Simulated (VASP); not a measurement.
Take AgBr (rock salt), without spin-orbit terms, in VASP with PAW potentials, and its band gap.

Task: One run gives 2.04 eV. Which level is it?
A. HSE06 (PBE cell)
B. LDA (own cell)
C. PBE (own cell)
D. B3LYP (PBE cell)

Result: A, HSE06 (PBE cell).  The others give 0.69 (PBE (own cell)), 0.42 (LDA (own cell)), 2.33 (B3LYP (PBE cell)).

Only levels that ran to the end are used. Left out are those held back, those with too coarse a band path, GW runs whose mesh misses a band edge, hybrids' fits of cells that aren't cubic and levels without matching references; a question may draw on a part of the rest.

The compound is AgBr in the rock salt structure.
